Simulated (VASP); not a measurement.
# Driving VASP from ASE on PW, part 3 of 4

Do ASE scripts that read PW from different structure formats give one answer, and do several routes find one equilibrium volume? All runs use PBEsol. Left out of this account: at least 1 further run (self-consistent run: a reference on another mesh). The start is a cell from a database of measured crystal structures.

VASP 6.6.1; PBEsol; plane waves and PAW (P, W).

So far. Step 2 (Self-consistent run (PBEsol, through ASE)): The pressure is 15.79 GPa and the largest force 2.969 eV/Å, so the cell is not at a minimum at these settings. Step 3 (A single point (PBEsol, through ASE)): The energy lies +0.44 meV an atom from the first script, on another mesh.

## Step 4: Full relaxation (PBEsol, through ASE)

The start need not lie at this functional's minimum. ISIF = 3 frees volume, shape and positions, and EDIFFG sets the threshold on forces and stress at which the search stops.

File run.py:

```python
import numpy as np
from ase.calculators.vasp import Vasp
from ase import Atoms

atoms = Atoms(['P', 'P', 'P', 'P', 'W', 'W', 'W', 'W'],
              cell=[[5.717, 0.0, 0.0], [0.0, 3.238, 0.0], [0.0, 0.0, 6.219]],
              scaled_positions=[[0.8, 0.75, 0.62], [0.2, 0.25, 0.38], [0.7, 0.25, 0.12], [0.3, 0.75, 0.88], [0.0, 0.75, 0.175], [0.0, 0.25, 0.825], [0.5, 0.25, 0.675], [0.5, 0.75, 0.325]],
              pbc=True)

calc = Vasp(
    xc='pbesol',
    pp='PBE',
    prec='Accurate',
    encut=400,
    ediff=1e-06,
    nelm=100,
    ismear=-1,
    sigma=0.05,
    lreal=False,
    algo='Normal',
    nbands=30,
    lasph=True,
    lorbit=11,
    lwave=False,
    lcharg=False,
    kpar=8,
    ibrion=2,
    nsw=60,
    isif=3,
    ediffg=-0.01,
    pp_version='64',
    setups={'P': '', 'W': ''},
    kpts=(5, 9, 5),
    gamma=True,
    txt='vasp.out',
)
atoms.calc = calc

print("energy (eV):", round(atoms.get_potential_energy(), 6))
print("Fermi level (eV):", round(calc.get_fermi_level(), 4))
print("forces (eV/A):")
print(np.round(atoms.get_forces(), 4))
print("stress (GPa, Voigt, tension positive):", np.round(atoms.get_stress() * 160.21766, 3))
print("cell (A, degrees):", np.round(atoms.cell.cellpar(), 4))
print("volume (A^3):", round(atoms.get_volume(), 4))
print("positions:")
print(np.round(atoms.get_scaled_positions(), 5))
```

Potentials, in the order of the species: P and W (PBE family, release 64).

Command:

```
> export ASE_VASP_COMMAND="mpirun -np 8 vasp_std"
> python run.py
```

The program printed:

```text
energy (eV): -82.259747
Fermi level (eV): 9.5044
forces (eV/A):
[[-0.0019 -0.     -0.002 ]
 [ 0.0019  0.      0.002 ]
 [ 0.0019  0.     -0.002 ]
 [-0.0019 -0.      0.002 ]
 [ 0.0013  0.     -0.0005]
 [-0.0013 -0.      0.0005]
 [-0.0013 -0.     -0.0005]
 [ 0.0013  0.      0.0005]]
stress (GPa, Voigt, tension positive): [-0.048 -0.051 -0.051 -0.    -0.    -0.   ]
cell (A, degrees): [ 5.6832  3.2216  6.2205 90.     90.     90.    ]
volume (A^3): 113.8909
positions:
[[0.81905 0.75    0.56476]
 [0.18095 0.25    0.43524]
 [0.68095 0.25    0.06476]
 [0.31905 0.75    0.93524]
 [0.98693 0.75    0.18806]
 [0.01307 0.25    0.81194]
 [0.51307 0.25    0.68806]
 [0.48693 0.75    0.31194]]
```

Run time: 3.3 min. Hardware: 8 MPI ranks of Intel Xeon Platinum 8488C (Sapphire Rapids), shared host; peak memory 2.4 GiB; 26 min of CPU time.

ASE turned this into the INCAR:

```
ENCUT = 400.000000
SIGMA = 0.050000
EDIFF = 1.00e-06
EDIFFG = -1.00e-02
ALGO = Normal
GGA = PS
PREC = Accurate
IBRION = 2
ISIF = 3
ISMEAR = -1
KPAR = 8
LORBIT = 11
NBANDS = 30
NELM = 100
NSW = 60
LASPH = .TRUE.
LCHARG = .FALSE.
LWAVE = .FALSE.
LREAL = .FALSE.
```

ASE turned this into the KPOINTS:

```
KPOINTS created by Atomic Simulation Environment
0
Gamma
5 9 5
0 0 0
```

vasp.out:

```text
[... set-up lines as in an earlier step ...]
 entering main loop
       N       E                     dE             d eps       ncg     rms          rms(c)
[... 14 cycles as in an earlier step ...]
   1 F= -.79709342E+02 E0= -.79692223E+02  d E =-.797093E+02
 curvature:   0.00 expect dE= 0.000E+00 dE for cont linesearch  0.000E+00
 trial: gam= 0.00000 g(F)=  0.177E+01 g(S)=  0.246E+01 ort = 0.000E+00 (trialstep = 0.100E+01)
 search vector abs. value=  0.423E+01
 bond charge predicted
       N       E                     dE             d eps       ncg     rms          rms(c)
DAV:   1    -0.808184719751E+02   -0.11091E+01   -0.13987E+02  2700   0.556E+01    0.223E+01
DAV:   2    -0.796526528503E+02    0.11658E+01   -0.49377E+00  3394   0.111E+01    0.143E+01
DAV:   3    -0.790141773373E+02    0.63848E+00   -0.11628E+00  3426   0.465E+00    0.290E+00
DAV:   4    -0.789917770533E+02    0.22400E-01   -0.87829E-02  3808   0.130E+00    0.616E-01
DAV:   5    -0.789917336586E+02    0.43395E-04   -0.44614E-03  3576   0.314E-01    0.205E-01
DAV:   6    -0.789917724045E+02   -0.38746E-04   -0.20133E-04  4104   0.649E-02    0.674E-02
DAV:   7    -0.789917743610E+02   -0.19565E-05   -0.22640E-05  3724   0.195E-02    0.134E-02
DAV:   8    -0.789917732900E+02    0.10710E-05   -0.69564E-06  3488   0.130E-02    0.474E-03
DAV:   9    -0.789917734289E+02   -0.13885E-06   -0.34632E-07  2046   0.315E-03
   2 F= -.78991773E+02 E0= -.78970324E+02  d E =0.717568E+00
[... from here on, the cycles between the ionic steps are left out ...]
   3 F= -.80522243E+02 E0= -.80504532E+02  d E =-.812901E+00
   4 F= -.81413665E+02 E0= -.81398322E+02  d E =-.891423E+00
   5 F= -.81541901E+02 E0= -.81525555E+02  d E =-.101966E+01
   6 F= -.82018097E+02 E0= -.81999450E+02  d E =-.476195E+00
   7 F= -.82025883E+02 E0= -.82007848E+02  d E =-.483981E+00
   8 F= -.82148070E+02 E0= -.82130971E+02  d E =-.122188E+00
   9 F= -.82152646E+02 E0= -.82135024E+02  d E =-.126764E+00
  10 F= -.82192910E+02 E0= -.82180115E+02  d E =-.402639E-01
  11 F= -.82211421E+02 E0= -.82197033E+02  d E =-.587745E-01
  12 F= -.82248314E+02 E0= -.82235338E+02  d E =-.368930E-01
  13 F= -.82261124E+02 E0= -.82249143E+02  d E =-.497034E-01
  14 F= -.82270920E+02 E0= -.82258703E+02  d E =-.979544E-02
  15 F= -.82270933E+02 E0= -.82258730E+02  d E =-.980830E-02
  16 F= -.82269190E+02 E0= -.82257039E+02  d E =0.174244E-02
  17 F= -.82271800E+02 E0= -.82259621E+02  d E =-.867577E-03
  18 F= -.82271800E+02 E0= -.82259620E+02  d E =-.867113E-03
  19 F= -.82271904E+02 E0= -.82259722E+02  d E =-.103849E-03
  20 F= -.82271915E+02 E0= -.82259732E+02  d E =-.115332E-03
 curvature:  -0.58 expect dE=-0.283E-04 dE for cont linesearch -0.728E-07
 trial: gam= 0.21652 g(F)=  0.421E-04 g(S)=  0.671E-05 ort = 0.522E-05 (trialstep = 0.835E+00)
 search vector abs. value=  0.612E-04
 bond charge predicted
       N       E                     dE             d eps       ncg     rms          rms(c)
DAV:   1    -0.822719331737E+02   -0.17328E-04   -0.44348E-03  2700   0.294E-01    0.326E-02
DAV:   2    -0.822719362675E+02   -0.30938E-05   -0.62036E-05  3678   0.405E-02    0.234E-02
DAV:   3    -0.822719352028E+02    0.10647E-05   -0.31223E-06  2926   0.889E-03    0.552E-03
DAV:   4    -0.822719353769E+02   -0.17404E-06   -0.39036E-07  1836   0.345E-03
  21 F= -.82271935E+02 E0= -.82259747E+02  d E =-.203612E-04
 trial-energy change:   -0.000020  1 .order   -0.000019   -0.000042    0.000003
 step:   0.7786(harm=  0.7786)  dis= 0.00058  next Energy=   -82.271934 (dE=-0.194E-04)
 reached required accuracy - stopping structural energy minimisation
```

Parts of OUTCAR (step 4):

```text
 Found     45 irreducible k-points:

   NELECT =      44.0000    total number of electrons

 E-fermi :   9.5044

 k-point     1 :       0.0000    0.0000    0.0000
  band No.  band energies     occupation
    ...
     19       8.4392      2.00000
     20       8.5934      2.00000
     21       8.5939      2.00000
     22       8.8131      2.00000
     23       9.0543      1.99975
     24      10.0507      0.00004
     25      10.4720      0.00000
     26      10.7019      0.00000
     27      10.9093      0.00000
     28      11.3110      0.00000
    ...

 k-point     2 :       0.2000    0.0000    0.0000
  band No.  band energies     occupation
    ...
     19       8.2854      2.00000
     20       8.3458      2.00000
     21       8.4007      2.00000
     22       9.2971      1.96884
     23       9.4876      1.16707
     24      10.2056      0.00000
     25      10.2410      0.00000
     26      10.7205      0.00000
     27      10.9872      0.00000
     28      11.4029      0.00000
    ...

  Total        0.0343721      0.0363771      0.0363152      0.0000000      0.0000000      0.0000000
  in kB        0.4835344      0.5117397      0.5108696      0.0000000      0.0000000      0.0000000
  external PRESSURE =       0.5020479 kB  Pullay stress =       0.0000000 kB

  energy-cutoff  :      400.00
  volume of cell :      113.89
      direct lattice vectors                 reciprocal lattice vectors
     5.683157835  0.000000000  0.000000000     0.175958513 -0.000000000  0.000000000
     0.000000000  3.221596570  0.000000000    -0.000000000  0.310405098  0.000000000
     0.000000000  0.000000000  6.220540233     0.000000000  0.000000000  0.160757742

 POSITION                                       TOTAL-FORCE (eV/Angst)
 -----------------------------------------------------------------------------------
      4.65481      2.41620      3.51310        -0.001919     -0.000000     -0.001972
      1.02835      0.80540      2.70744         0.001919      0.000000      0.001972
      3.86993      0.80540      0.40283         0.001919      0.000000     -0.001972
      1.81323      2.41620      5.81771        -0.001919     -0.000000      0.001972
      5.60887      2.41620      1.16982         0.001253      0.000000     -0.000468
      0.07429      0.80540      5.05072        -0.001253     -0.000000      0.000468
      2.91587      0.80540      4.28009        -0.001253     -0.000000     -0.000468
      2.76729      2.41620      1.94045         0.001253      0.000000      0.000468
 -----------------------------------------------------------------------------------
    total drift:                               -0.000000     -0.000000     -0.000000

  FREE ENERGIE OF THE ION-ELECTRON SYSTEM (eV)
  ---------------------------------------------------
  free  energy   TOTEN  =       -82.2719353769 eV

  energy  without entropy=      -82.2475581662  energy(sigma->0) =      -82.25974677

 reached required accuracy - stopping structural energy minimisation

 total charge
# of ion       s       p       d       tot
------------------------------------------
    1        0.999   1.492   0.000   2.491
    2        0.999   1.492   0.000   2.491
    3        0.999   1.492   0.000   2.491
    4        0.999   1.492   0.000   2.491
    5        0.576   0.706   4.418   5.700
    6        0.576   0.706   4.418   5.700
    7        0.576   0.706   4.418   5.700
    8        0.576   0.706   4.418   5.700
--------------------------------------------------
tot          6.300   8.791  17.673  32.764

[... 8 parts as in an earlier step ...]

[... 5 further parts left out ...]
```

CONTCAR:

```
P  W
   1.00000000000000
     5.6831578350680099    0.0000000000000000    0.0000000000000000
     0.0000000000000000    3.2215965697390141    0.0000000000000000
     0.0000000000000000    0.0000000000000000    6.2205402325041126
  P               W
     4     4
Direct
     0.8190531103962839    0.7500000000000000    0.5647586857164982
     0.1809468896037161    0.2500000000000000    0.4352413142835018
     0.6809468896037161    0.2500000000000000    0.0647586857164984
     0.3190531103962840    0.7500000000000000    0.9352413142835018
     0.9869285322357961    0.7500000000000000    0.1880582399014240
     0.0130714677642039    0.2500000000000000    0.8119417600985760
     0.5130714677642039    0.2500000000000000    0.6880582399014240
     0.4869285322357961    0.7500000000000000    0.3119417600985759
```

The run keeps the 8 symmetry operations of its start, so it cannot find a distortion of lower symmetry.

Relaxation path:

| step | energy less that of the first step (eV) | largest force (eV/Å) | pressure (GPa) | volume (Å³) |
| --- | --- | --- | --- | --- |
| 1 | 0.0000 | 2.9690 | 15.79 | 115.12 |
| 2 | 0.7176 | 0.9705 | -29.07 | 140.37 |
| 3 | -0.8129 | 1.8266 | -8.44 | 124.87 |
| 4 | -1.7043 | 1.1131 | -4.46 | 120.91 |
| 5 | -1.8326 | 1.5912 | -0.76 | 118.87 |
| 6 | -2.3088 | 0.8705 | 1.98 | 114.77 |
| 7 | -2.3165 | 0.8932 | 1.40 | 115.20 |
| 8 | -2.4387 | 0.3434 | -5.22 | 117.04 |
| 9 | -2.4433 | 0.3593 | -4.23 | 116.74 |
| 10 | -2.4836 | 0.4533 | 3.89 | 112.72 |
| 11 | -2.5021 | 0.4053 | 0.84 | 114.12 |
| 12 | -2.5390 | 0.2148 | 0.48 | 114.07 |
| 13 | -2.5518 | 0.1888 | 0.19 | 114.01 |
| 14 | -2.5616 | 0.0321 | -0.76 | 114.24 |
| 15 | -2.5616 | 0.0342 | -0.72 | 114.23 |
| 16 | -2.5598 | 0.0408 | 1.38 | 113.34 |
| 17 | -2.5625 | 0.0274 | 0.04 | 113.90 |
| 18 | -2.5625 | 0.0274 | 0.03 | 113.91 |
| 19 | -2.5626 | 0.0142 | -0.01 | 113.91 |
| 20 | -2.5626 | 0.0124 | -0.02 | 113.92 |
| 21 | -2.5626 | 0.0028 | 0.05 | 113.89 |

| conventional cell, symmetrised | before | after | change |
| --- | --- | --- | --- |
| a (Å) | 5.717 | 5.683 | -0.6 % |
| b (Å) | 3.238 | 3.222 | -0.5 % |
| c (Å) | 6.219 | 6.221 | +0.0 % |
| volume (Å³/atom) | 14.39 | 14.24 | -1.1 % |

The atoms that moved most (Å, as changes of fractional coordinates times the final cell):

| atom | dx | dy | dz | length |
| --- | --- | --- | --- | --- |
| P2 | -0.108 | 0.000 | 0.344 | 0.360 |
| P3 | -0.108 | 0.000 | -0.344 | 0.360 |
| P1 | 0.108 | 0.000 | -0.344 | 0.360 |
| P4 | 0.108 | 0.000 | 0.344 | 0.360 |
| W6 | 0.074 | 0.000 | -0.081 | 0.110 |
| W5 | -0.074 | 0.000 | 0.081 | 0.110 |
| W7 | 0.074 | 0.000 | 0.081 | 0.110 |
| W8 | -0.074 | 0.000 | -0.081 | 0.110 |

The relaxed structure:

```xyz
8
Lattice="5.6832 0.0000 0.0000 0.0000 3.2216 0.0000 0.0000 0.0000 6.2205" Properties=species:S:1:pos:R:3 pbc="T T T"
P     4.6548    2.4162    3.5131
P     1.0283    0.8054    2.7074
P     3.8699    0.8054    0.4028
P     1.8132    2.4162    5.8177
W    -0.0743    2.4162    1.1698
W     0.0743    0.8054    5.0507
W     2.9159    0.8054    4.2801
W     2.7673    2.4162    1.9404
```

Numbers from this step:

```
free energy (TOTEN)             : -82.2719 eV
energy at zero smearing         : -82.2597 eV
Fermi energy                    : 9.504 eV
pressure                        : 0.05020 GPa
SCF cycles over all ionic steps : 145
```

It ends with a largest force of 0.003 eV/Å and a pressure of 0.05 GPa.

## Step 5: Energy against volume, from ASE (PBEsol)

An ASE loop scales the volume at fixed shape and fractional positions and fits the energies, which gives the bulk modulus of a clamped cell from energies alone.

File run.py:

```python
import numpy as np
from ase.calculators.vasp import Vasp
from ase.io import read
from ase.eos import EquationOfState
from ase.units import GPa

atoms = read('PW.cif')

calc = Vasp(
    xc='pbesol',
    pp='PBE',
    prec='Accurate',
    encut=400,
    ediff=1e-06,
    nelm=100,
    ismear=-1,
    sigma=0.05,
    lreal=False,
    algo='Normal',
    nbands=30,
    lasph=True,
    lorbit=11,
    lwave=False,
    lcharg=False,
    kpar=8,
    isif=2,
    pp_version='64',
    setups={'P': '', 'W': ''},
    kpts=(5, 9, 5),
    gamma=True,
    txt='vasp.out',
)
atoms.calc = calc

cell, volumes, energies = atoms.get_cell(), [], []
for x in [0.94, 0.96, 0.98, 1.0, 1.02, 1.04, 1.06]:
    atoms.set_cell(cell * x ** (1 / 3), scale_atoms=True)
    volumes.append(atoms.get_volume())
    energies.append(atoms.get_potential_energy())
    print(f"{x:.2f}  V = {volumes[-1]:.4f} A^3  E = {energies[-1]:.6f} eV")
v0, e0, b0 = EquationOfState(volumes, energies, eos="birchmurnaghan").fit()
print(f"V0 = {v0:.4f} A^3  E0 = {e0:.6f} eV  B0 = {b0 / GPa:.2f} GPa")
```

File PW.cif:

```cif
data_PW
_cell_length_a 5.71700000
_cell_length_b 3.23800000
_cell_length_c 6.21900000
_cell_angle_alpha 90.00000000
_cell_angle_beta 90.00000000
_cell_angle_gamma 90.00000000
_space_group_name_H-M_alt 'P1'
_space_group_name_Hall 'P 1'
_space_group_IT_number 1
loop_
_space_group_symop_operation_xyz
'x,y,z'
loop_
_atom_site_label
_atom_site_type_symbol
_atom_site_symmetry_multiplicity
_atom_site_Wyckoff_symbol
_atom_site_fract_x
_atom_site_fract_y
_atom_site_fract_z
_atom_site_occupancy
P1 P 1 a 0.8000000000 0.7500000000 0.6200000000 1
P2 P 1 a 0.2000000000 0.2500000000 0.3800000000 1
P3 P 1 a 0.7000000000 0.2500000000 0.1200000000 1
P4 P 1 a 0.3000000000 0.7500000000 0.8800000000 1
W1 W 1 a 0.0000000000 0.7500000000 0.1750000000 1
W2 W 1 a 0.0000000000 0.2500000000 0.8250000000 1
W3 W 1 a 0.5000000000 0.2500000000 0.6750000000 1
W4 W 1 a 0.5000000000 0.7500000000 0.3250000000 1
```

The program printed:

```text
0.94  V = 108.2165 A^3  E = -78.564465 eV
0.96  V = 110.5190 A^3  E = -79.046732 eV
0.98  V = 112.8214 A^3  E = -79.419044 eV
1.00  V = 115.1239 A^3  E = -79.692223 eV
1.02  V = 117.4264 A^3  E = -79.875987 eV
1.04  V = 119.7289 A^3  E = -79.979194 eV
1.06  V = 122.0314 A^3  E = -80.009691 eV
V0 = 121.9093 A^3  E0 = -80.009773 eV  B0 = 243.10 GPa
```

It took 2.4 min on 8 MPI ranks; peak memory 2.1 GiB; 18 min of CPU time.

ASE turned this into the INCAR:

```
ENCUT = 400.000000
SIGMA = 0.050000
EDIFF = 1.00e-06
ALGO = Normal
GGA = PS
PREC = Accurate
ISIF = 2
ISMEAR = -1
KPAR = 8
LORBIT = 11
NBANDS = 30
NELM = 100
LASPH = .TRUE.
LCHARG = .FALSE.
LWAVE = .FALSE.
LREAL = .FALSE.
```

The KPOINTS that ASE wrote:

```
KPOINTS created by Atomic Simulation Environment
0
Gamma
5 9 5
0 0 0
```

VASP's own log, vasp.out (the last of its runs):

```text
[banner, memory and clock lines left out]
running    8 mpi-ranks, on    1 nodes
 distrk:  each k-point on    1 cores,    8 groups
 distr:  one band on    1 cores,    1 groups

 POSCAR found type information on POSCAR P W
 POSCAR found :  2 types and       8 ions
 [... a notice as in an earlier step ...]

 [... a notice as in an earlier step ...]

 LDA part: xc-table for (Slater+PW92), standard interpolation
 POSCAR, INCAR and KPOINTS ok, starting setup
 FFT: planning ... GRIDC
 FFT: planning ... GRID_SOFT
 FFT: planning ... GRID
 WAVECAR not read
 WARNING: random wavefunctions but no delay for mixing, default for NELMDL
 entering main loop
       N       E                     dE             d eps       ncg     rms          rms(c)
DAV:   1     0.125911917799E+03    0.12591E+03   -0.16547E+04  2700   0.106E+03
DAV:   2    -0.703326153411E+02   -0.19624E+03   -0.18723E+03  3444   0.253E+02
DAV:   3    -0.833570310017E+02   -0.13024E+02   -0.12526E+02  3696   0.588E+01
DAV:   4    -0.837220577136E+02   -0.36503E+00   -0.35818E+00  3650   0.998E+00
DAV:   5    -0.837325679228E+02   -0.10510E-01   -0.10465E-01  3704   0.153E+00    0.508E+01
DAV:   6    -0.805448523881E+02    0.31877E+01   -0.10835E+01  3948   0.134E+01    0.224E+01
DAV:   7    -0.800628926545E+02    0.48196E+00   -0.12008E+00  3328   0.513E+00    0.769E+00
DAV:   8    -0.800357282082E+02    0.27164E-01   -0.20981E-01  3776   0.223E+00    0.795E-01
DAV:   9    -0.800295164124E+02    0.62118E-02   -0.16899E-02  3320   0.593E-01    0.530E-01
DAV:  10    -0.800290764654E+02    0.43995E-03   -0.68214E-03  3622   0.364E-01    0.164E-01
DAV:  11    -0.800290036581E+02    0.72807E-04   -0.51010E-04  3634   0.103E-01    0.844E-02
DAV:  12    -0.800290066106E+02   -0.29525E-05   -0.61305E-05  3276   0.357E-02    0.354E-02
DAV:  13    -0.800290002775E+02    0.63331E-05   -0.37653E-05  3336   0.258E-02    0.342E-03
DAV:  14    -0.800290002063E+02    0.71192E-07   -0.29056E-06  2624   0.957E-03
   1 F= -.80029000E+02 E0= -.80009691E+02  d E =-.386180E-01
```

From OUTCAR (step 5):

```text
   ENCUT  =  400.0 eV  29.40 Ry    5.42 a.u.   9.51  5.38 10.34*2*pi/ulx,y,z

   NELECT =      44.0000    total number of electrons

 E-fermi :   8.6500

 k-point     1 :       0.0000    0.0000    0.0000
  band No.  band energies     occupation
    ...
     20       7.1858      2.00000
     21       7.6396      2.00000
     22       7.9779      2.00000
     23       8.0308      1.99999
     24       8.3283      1.99679
     25       9.4618      0.00000
     26       9.7569      0.00000
     27       9.8153      0.00000
     28      10.0143      0.00000
     29      10.7015      0.00000
    ...

  Total       -2.2411460      2.4980626     -0.7840797      0.0000000      0.0000000      0.0000000
  in kB      -29.4245123     32.7976284    -10.2943589      0.0000000      0.0000000      0.0000000
  external PRESSURE =      -2.3070809 kB  Pullay stress =       0.0000000 kB

 POSITION                                       TOTAL-FORCE (eV/Angst)
 -----------------------------------------------------------------------------------
      4.66330      2.47613      3.93140        -0.532273     -0.000000     -2.398219
      1.16583      0.82538      2.40957         0.532273      0.000000      2.398219
      4.08039      0.82538      0.76092         0.532273     -0.000000     -2.398219
      1.74874      2.47613      5.58006        -0.532273     -0.000000      2.398219
      0.00000      2.47613      1.10967        -0.189645     -0.000000      0.188023
      0.00000      0.82538      5.23130         0.189645      0.000000     -0.188023
      2.91456      0.82538      4.28016         0.189645      0.000000      0.188023
      2.91456      2.47613      2.06082        -0.189645     -0.000000     -0.188023
 -----------------------------------------------------------------------------------
    total drift:                               -0.000000     -0.000000     -0.000000

  FREE ENERGIE OF THE ION-ELECTRON SYSTEM (eV)
  ---------------------------------------------------
  free  energy   TOTEN  =       -80.0290002063 eV

  energy  without entropy=      -79.9903822099  energy(sigma->0) =      -80.00969121

[... 5 parts as in an earlier step ...]

[... 11 further parts left out ...]
```

This step gave:

```
bulk modulus                  : 243.1 GPa
equilibrium volume of the fit : 15.24 Å³/atom
```

The fit over cells of fixed shape and fractional positions puts the volume +7.04 % from the relaxed one.

(Continued in part 4 of 4.)

[Lines on the potential files, build, host, timing and source positions are cut from VASP's logs without a mark.]

[Logs are printed without paths, hosts, clocks, repeated set-up lines and the standing remarks that a program may print on its own settings, such as how far it seeks lower states.]

[Hosts, paths, dates, database ids (printed as entryN), source tags and the programs' standing remarks are cut or masked in the printed files.]

[A measured line is paired with the nearest computed mode of its activity, which favours agreement.]

[In band tables of VASP the shares of atoms and orbitals are scaled to a sum of 1 inside the atoms' spheres.]
